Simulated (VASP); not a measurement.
A VASP calculation is set up with these files.

**POSCAR**
```
Mg
1
    1.6371000000     2.8355410000     0.0000000000
    1.6371000000    -2.8355410000     0.0000000000
    0.0000000000     0.0000000000     5.3142000000
Mg
2
Direct
  0.6666670000   0.3333330000   0.2500000000
  0.3333330000   0.6666670000   0.7500000000
```

KPOINTS:
```
Automatic mesh
0
Gamma
10 10 5
0 0 0
```

**INCAR**
```
SYSTEM = Mg
PREC = Accurate
ENCUT = 400
EDIFF = 1E-6
NELM = 100
ALGO = Normal
LREAL = .FALSE.
LASPH = .TRUE.
ISMEAR = 1
SIGMA = 0.1
GGA = PE
LWAVE = .FALSE.
LCHARG = .FALSE.
ISIF = 2
```

POTCAR, in this order: Mg (PBE.64 set). Program: vasp_std.

The run wrote:

### standard output
```
 -----------------------------------------------------------------------------
|                                                                             |
|     EEEEEEE  RRRRRR   RRRRRR   OOOOOOO  RRRRRR      ###     ###     ###     |
|     E        R     R  R     R  O     O  R     R     ###     ###     ###     |
|     E        R     R  R     R  O     O  R     R     ###     ###     ###     |
|     EEEEE    RRRRRR   RRRRRR   O     O  RRRRRR       #       #       #      |
|     E        R   R    R   R    O     O  R   R                               |
|     E        R    R   R    R   O     O  R    R      ###     ###     ###     |
|     EEEEEEE  R     R  R     R  OOOOOOO  R     R     ###     ###     ###     |
|                                                                             |
|     ERROR: the triple product of the basis vectors is negative exchange     |
|     two basis vectors                                                       |
|                                                                             |
|       ---->  I REFUSE TO CONTINUE WITH THIS SICK JOB ... BYE!!! <----       |
|                                                                             |
 -----------------------------------------------------------------------------
```

**Question.** From input and log, find the fault in this run and mend it.

**Answer.** The cause: the lattice vectors form a left-handed set. VASP stops with an error: ERROR: the triple product of the basis vectors is negative exchange two basis vectors ----> I REFUSE TO CONTINUE WITH THIS SICK JOB ... BYE!!! <---- To mend it, correct POSCAR.
POSCAR:
```
Mg
1
    1.6371000000    -2.8355410000     0.0000000000
    1.6371000000     2.8355410000     0.0000000000
    0.0000000000     0.0000000000     5.3142000000
Mg
2
Direct
  0.3333330000   0.6666670000   0.2500000000
  0.6666670000   0.3333330000   0.7500000000
```
The mended run (PBE GGA, plane waves, VASP's PBE PAW potentials (set 64)) converges, and its OSZICAR ends with
```
   1 F= -.29738104E+01 E0= -.29728991E+01  d E =-.273391E-02
```

The compound is Mg in the hcp structure. The cell was not relaxed at this level.
